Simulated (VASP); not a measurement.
Given:

```yaml
crystal:
  lattice:
    - [4.07272, 0.00000, 0.00000]
    - [0.00000, 5.03055, 0.00000]
    - [0.00000, 0.00000, 4.48543]
  atoms:
    - { symbol: Si, position: [0.50000, 0.34758, 0.75000] }
    - { symbol: Si, position: [0.50000, 0.65242, 0.25000] }
    - { symbol: Si, position: [0.00000, 0.15242, 0.25000] }
    - { symbol: Si, position: [0.00000, 0.84758, 0.75000] }
    - { symbol: O, position: [0.26878, 0.61786, 0.58047] }
    - { symbol: O, position: [0.73122, 0.38214, 0.41953] }
    - { symbol: O, position: [0.23122, 0.88214, 0.08047] }
    - { symbol: O, position: [0.76878, 0.11786, 0.91953] }
    - { symbol: O, position: [0.76878, 0.88214, 0.41953] }
    - { symbol: O, position: [0.23122, 0.11786, 0.58047] }
    - { symbol: O, position: [0.73122, 0.61786, 0.91953] }
    - { symbol: O, position: [0.26878, 0.38214, 0.08047] }
```

These are r2SCAN meta-GGA, VASP's PBE PAW potentials (set 64) (plane waves; VASP) values and carry that method's errors. Numerical set-up: 520 eV cut-off, 6×5×6 Γ-centred mesh, tetrahedra with Blöchl corrections, potentials Si O.

The cores are frozen, which limits the accuracy of field gradients.

Question: Give the principal components of the electric field gradient (V/Å²) and the asymmetry η at each nucleus.

Answer: 
```
atom   Vxx   Vyy     Vzz     η
----  ----  ----  ------  ----
Si1    8.6   2.3   -10.9  0.58
Si2    8.6   2.3   -10.9  0.58
Si3    8.6   2.3   -10.9  0.58
Si4    8.6   2.3   -10.9  0.58
O5    79.6  35.1  -114.7  0.39
O6    79.6  35.1  -114.7  0.39
O7    79.6  35.1  -114.7  0.39
O8    79.6  35.1  -114.7  0.39
O9    79.6  35.1  -114.7  0.39
O10   79.6  35.1  -114.7  0.39
O11   79.6  35.1  -114.7  0.39
O12   79.6  35.1  -114.7  0.39
```

The structure comes from a computed database's SiO2 entry (Pbcn); how it stands against other phases isn't given here. It was relaxed first.
